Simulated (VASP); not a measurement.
An input for Ansatz (written as the equivalent of a VASP run, and not itself run):

Ansatz 0.2 input:
```yaml
crystal:
  lattice:
    - [3.5410980, 0.0000000, 0.0000000]
    - [-1.7705490, 3.0666810, 0.0000000]
    - [0.0000000, 0.0000000, 3.4559360]
  atoms:
    - { symbol: Nb, position: [0.0000000, 0.0000000, 0.0000000] }
    - { symbol: As, position: [0.6666670, 0.3333330, 0.5000000] }
kpoints:
  mp_grid: { grid: [8, 8, 7] }
hamiltonian:
  xc: pbe
  pseudopotentials: { kind: paw }
scf:
  occupations: { method: gaussian, width: 0.05 }
  max_iter: 100
output: { forces: true, stress: true, eigenvalues: true }
```

Problem. Translate this input to VASP (INCAR, KPOINTS, POSCAR, choice of POTCAR).

Solution. One answer among several that fit: 
INCAR:
```
SYSTEM = NbAs
PREC = Accurate
ENCUT = 300
EDIFF = 1E-6
NELM = 100
ALGO = Normal
LREAL = .FALSE.
LASPH = .TRUE.
ISMEAR = 0
SIGMA = 0.05
GGA = PE
LMAXMIX = 4
LWAVE = .FALSE.
LCHARG = .FALSE.
ISIF = 2
```

**POSCAR**
```
NbAs
1
    3.5410980000     0.0000000000     0.0000000000
   -1.7705490000     3.0666810000     0.0000000000
    0.0000000000     0.0000000000     3.4559360000
Nb As
1 1
Direct
  0.0000000000   0.0000000000   0.0000000000
  0.6666670000   0.3333330000   0.5000000000
```

**KPOINTS**
```
kpoints
0
gamma
  8 8 7
```

POTCAR, in this order: Nb_sv As (PBE.64 set). Program: vasp_std.

What does not carry over: each code has its own PAW files, so the cut-off isn't converted (ENCUT is set for VASP's; basis.ecutwfc is left out, and Ansatz then takes the one that its files recommend); Ansatz stops its SCF on the density residual and VASP on the energy change (EDIFF).

The structure was generated: NbAs was put into the WC type (P-6m2), which need not be its known phase. The cell was not relaxed at this level. The run is one of a series of settings (ENCUT = 300 against the base run), some of them coarse on purpose.
